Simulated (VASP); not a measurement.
```yaml
crystal:
  lattice:
    - [2.15558, -3.73320, 0.00000]
    - [2.15558, 3.73320, 0.00000]
    - [0.00000, 0.00000, 3.91266]
  atoms:
    - { symbol: Ba, position: [0.00000, 0.00000, 0.00000] }
```

Method: r2SCAN meta-GGA, VASP's PBE PAW potentials (set 64) (plane waves; VASP). Run with 400 eV cut-off, 11×11×11 Γ-centred mesh, tetrahedra with Blöchl corrections, potentials Ba_sv.

Problem. Give the energies of bands 5 to 8 at the high-symmetry points, in eV from the Fermi level.

Solution. 
| band | Γ | Y | C0 | Z | A0 | T | S | R |
|---|---|---|---|---|---|---|---|---|
| 5 | -2.88 | -0.99 | 0.26 | -0.69 | -0.32 | -1.01 | -0.99 | -1.01 |
| 6 | 0.25 | 0.58 | 0.28 | 0.51 | -0.10 | 0.33 | 0.58 | 0.33 |
| 7 | 1.80 | 0.85 | 0.49 | 2.44 | 1.77 | 1.90 | 0.85 | 1.90 |
| 8 | 1.80 | 3.05 | 3.52 | 2.44 | 1.96 | 3.42 | 3.05 | 3.42 |

It has no gap at this level: it comes out as a metal or semimetal.

The structure comes from a measured Ba entry (Cmmm) of the Crystallography Open Database, whose conditions weren't checked. It was relaxed first, which changed the volume by -23 %. The relaxed cell has space group P6/mmm.
